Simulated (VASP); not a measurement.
Given:

```xyz
2
Lattice="0.0000 2.2771 2.2771 2.2771 0.0000 2.2771 2.2771 2.2771 0.0000" Properties=species:S:1:pos:R:3 pbc="T T T"
Zr     0.0000     0.0000     0.0000
N      2.2771     2.2771     2.2771
```

These are PBEsol GGA, VASP's PBE PAW potentials (set 64) (plane waves; VASP) values and carry that method's errors. Settings: 520 eV cut-off, 15×15×15 Γ-centred mesh, tetrahedra with Blöchl corrections, potentials Zr_sv N.

Question: Estimate the energy per atom (σ→0), band gap (on the k-mesh) with the smallest direct gap where there is one.

Answer: 
```yaml
band gap (on the k-mesh): none (metal, semimetal or under 0.01 eV)
energy per atom (σ→0): -10.776 eV/atom
```

The compound is ZrN in the rock salt structure. It was relaxed first. The electron count is odd and the run is not spin-polarised, which forces a metal.
